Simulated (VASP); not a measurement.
A run of VASP 6.6.1 is set up as follows.

The input INCAR:

```
PREC = Accurate ; ENCUT = 600
EDIFF = 1E-7 ; ISMEAR = 0
SIGMA = 0.05 ; LREAL = False
LASPH = True ; NELM = 60
ALGO = Normal ; ISIF = 3
LWAVE = False ; LCHARG = False
GGA = PE ; IBRION = 2
NSW = 40 ; EDIFFG = -0.005
LATTICE_CONSTRAINTS = .FALSE. .FALSE. .TRUE.
```

KPOINTS

```
Automatic mesh
0
Gamma
  7 7 7
```

File POSCAR:

```
GaGe7
1.0
    5.7614000000      0.0000000000      0.0000000000
    0.0000000000      5.7614000000      0.0000000000
    0.0000000000      0.0000000000      5.7614000000
Ga Ge
1 7
Direct
    0.0000000000      0.0000000000      0.0000000000
    0.0000000000      0.5000000000      0.5000000000
    0.5000000000      0.0000000000      0.5000000000
    0.5000000000      0.5000000000      0.0000000000
    0.2500000000      0.2500000000      0.2500000000
    0.2500000000      0.7500000000      0.7500000000
    0.7500000000      0.2500000000      0.7500000000
    0.7500000000      0.7500000000      0.2500000000
```

Potentials or basis: VASP PAW PBE potentials, release 64 (Ga_d, Ge_d).

Launch:

```console
$ cat potpaw_PBE.64/Ga_d/POTCAR potpaw_PBE.64/Ge_d/POTCAR > POTCAR
$ mpirun -np 1 vasp_std > vasp.out
```

(1) Estimate the relaxed cell.

(2) Predict the relaxed volume.

(3) Predict the space group after relaxing (to 0.05 Å).

Results:

(1) a = 5.761 Å, b = 5.761 Å, c = 5.778 Å, α = 90.00°, β = 90.00°, γ = 90.00°.

(2) 23.97 Å³/atom.

(3) P-43m (No. 215).
